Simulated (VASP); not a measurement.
Given:

```xyz
6
Lattice="4.5241 0.0000 0.0000 0.0000 4.5241 0.0000 0.0000 0.0000 3.1811" Properties=species:S:1:pos:R:3 pbc="T T T"
Ir     0.0000     0.0000     0.0000
Ir     2.2620     2.2620     1.5905
O      1.3947     1.3947     0.0000
O      3.6567     0.8674     1.5905
O      0.8674     3.6567     1.5905
O      3.1294     3.1294     0.0000
```

The numbers are results of PBE GGA with D3 dispersion (zero damping), VASP's PBE PAW potentials (set 64) (plane waves; VASP 6.6.1), not measurements. Settings: 520 eV cut-off, 8×8×11 Γ-centred mesh, tetrahedra with Blöchl corrections, potentials Ir O.

The cores are frozen, which limits the accuracy of field gradients.

### Question
Give the principal components of the electric field gradient (V/Å²) and the asymmetry η at each nucleus.

### Answer

```tsv
atom	Vxx	Vyy	Vzz	η
Ir1	-181.5	-14.7	196.2	0.85
Ir2	-181.5	-14.7	196.2	0.85
O3	58.3	41.2	-99.4	0.17
O4	58.3	41.2	-99.4	0.17
O5	58.3	41.2	-99.4	0.17
O6	58.3	41.2	-99.4	0.17
```

The compound is IrO2 in the rutile structure. It was relaxed first.
